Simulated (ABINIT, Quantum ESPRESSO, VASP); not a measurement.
Code comparison for ZnSe (F-43m, 2 atoms in the cell)

Self-consistent single point.

```
ZnSe
1.0
    0.00000     2.83500     2.83500
    2.83500     0.00000     2.83500
    2.83500     2.83500     0.00000
Zn Se
1 1
Direct
  0.00000   0.00000   0.00000
  0.25000   0.25000   0.25000
```

Shared settings, as Quantum ESPRESSO writes them: occupations = smearing; smearing = fd; degauss = 0.000734986 Ry; noncolin = true; lspinorb = true; K_POINTS = automatic 10 10 10 0 0 0. Potentials and cutoffs stand in the table.

```tsv
code	model	pressure (GPa)	gap on the mesh (eV)	cutoff
Quantum ESPRESSO	PBE, spin-orbit coupling, PseudoDojo fully relativistic norm-conserving (PBE) pseudopotentials	2.07	1.160	90 Ry
ABINIT	PBE, spin-orbit coupling, PAW (JTH v2.0 PBE PAW)	2.02	1.163	30 Ha
VASP	PBE, spin-orbit coupling, VASP's PBE PAW potentials (set 64)	–	1.155	300 eV
```

A dash marks a value that a program does not give, or that is left out as unsure.

Gaps are read on the mesh.

The spread over the programs that give each value: pressure within 0.05 GPa; gap on the mesh within 0.008 eV.

VASP's run is marked for a possible Pulay error in its stress at this cutoff; no cutoff test was made.

The starting cell has typed, rounded lattice constants, without a prior relaxation at this level.

Left out of this page: Ansatz, Elk, FLEUR and SIESTA (not drawn, or without a comparable value).
